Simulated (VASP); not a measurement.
The cell holds one Mo (bcc) (211) slab, with vacuum along c, ions free to move until forces fall under 0.03 eV/Å, no reconstruction beyond this cell, dipole correction on.

Here is the system:

```
CELL_PARAMETERS angstrom
      2.71352     0.00000     0.00000
      0.00000     4.43116     0.00000
      0.00000     0.00000    23.87466
ATOMIC_POSITIONS crystal
  Mo 0.48024 0.50000 0.34727
  Mo 0.83111 0.00000 0.39235
  Mo 0.18023 0.50000 0.44545
  Mo 0.50000 0.00000 0.50000
  Mo 0.81977 0.50000 0.55455
  Mo 0.16889 0.00000 0.60765
  Mo 0.51976 0.50000 0.65273
```

Calculation: PBEsol GGA, VASP's PBE PAW potentials (set 64) (plane waves; VASP). Settings: 400 eV cut-off, 10×6×1 Γ-centred mesh, first-order Methfessel-Paxton smearing of 0.10 eV, potentials Mo_sv.

Slab and bulk use different k-meshes, so the surface energy is good to a few per cent at best.

Task: Predict its surface energy, work function, band gap (on the k-mesh).

Result: 
```
Quantity                                                    Result
------------------------  ----------------------------------------
surface energy                                          202 meV/Å²
work function                                              4.06 eV
band gap (on the k-mesh)  none (metal, semimetal or under 0.01 eV)
```

The cell is a thin slab with vacuum, built from Mo (bcc): (211) face.
